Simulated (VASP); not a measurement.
Data:

```
CELL_PARAMETERS angstrom
      0.00000     2.93500     2.93500
      2.93500     0.00000     2.93500
      2.93500     2.93500     0.00000
ATOMIC_POSITIONS crystal
  In 0.00000 0.00000 0.00000
  P  0.25000 0.25000 0.25000
```

Method: G0W0 on PBE orbitals, VASP's PBE PAW potentials (set 64) (plane waves; VASP). Settings: PREC = Normal, 500 eV cut-off, 4×4×4 Γ-centred mesh, Gaussian smearing of 0.010 eV, potentials In_d_GW P_GW.

The mesh is coarse and the basis finite, so the quasiparticle values are not converged.

NBANDS = 320, ENCUTGW = 300 eV, NOMEGA = 64. The PBE levels (eV) that the step starts from are:

```
state                           KS energy  filling
------------------------------  ---------  -------
k1 (0.00, 0.00, 0.00), band 6       -7.58        2
k1 (0.00, 0.00, 0.00), band 7        3.91        2
k1 (0.00, 0.00, 0.00), band 8        3.91        2
k1 (0.00, 0.00, 0.00), band 9        3.91        2
k1 (0.00, 0.00, 0.00), band 10       4.58        0
k1 (0.00, 0.00, 0.00), band 11       7.97        0
k1 (0.00, 0.00, 0.00), band 12       7.97        0
k1 (0.00, 0.00, 0.00), band 13       7.97        0
k5 (0.50, 0.25, 0.00), band 6       -5.61        2
k5 (0.50, 0.25, 0.00), band 7       -1.41        2
k5 (0.50, 0.25, 0.00), band 8        1.20        2
k5 (0.50, 0.25, 0.00), band 9        2.18        2
k5 (0.50, 0.25, 0.00), band 10       6.45        0
k5 (0.50, 0.25, 0.00), band 11       8.27        0
k5 (0.50, 0.25, 0.00), band 12      10.08        0
k5 (0.50, 0.25, 0.00), band 13      10.55        0
```

Problem. Give the quasiparticle energies and renormalisation factors Z.

Solution. 
```csv
state,QP energy (eV),Z
"k1 (0.00, 0.00, 0.00), band 6",-8.03,0.59
"k1 (0.00, 0.00, 0.00), band 7",3.29,0.74
"k1 (0.00, 0.00, 0.00), band 8",3.29,0.74
"k1 (0.00, 0.00, 0.00), band 9",3.29,0.74
"k1 (0.00, 0.00, 0.00), band 10",4.50,0.75
"k1 (0.00, 0.00, 0.00), band 11",7.95,0.75
"k1 (0.00, 0.00, 0.00), band 12",7.95,0.75
"k1 (0.00, 0.00, 0.00), band 13",7.95,0.75
"k5 (0.50, 0.25, 0.00), band 6",-6.18,0.66
"k5 (0.50, 0.25, 0.00), band 7",-2.07,0.69
"k5 (0.50, 0.25, 0.00), band 8",0.52,0.72
"k5 (0.50, 0.25, 0.00), band 9",1.50,0.72
"k5 (0.50, 0.25, 0.00), band 10",6.32,0.76
"k5 (0.50, 0.25, 0.00), band 11",8.24,0.73
"k5 (0.50, 0.25, 0.00), band 12",9.94,0.74
"k5 (0.50, 0.25, 0.00), band 13",10.53,0.73
```
On the mesh the gap opens from 0.67 to 1.21 eV.

The compound is InP in the zinc blende structure. The cell was not relaxed at this level. The k-mesh is coarse (spacing up to 0.46 per Å, 2π included), so the numbers may not be converged in it.
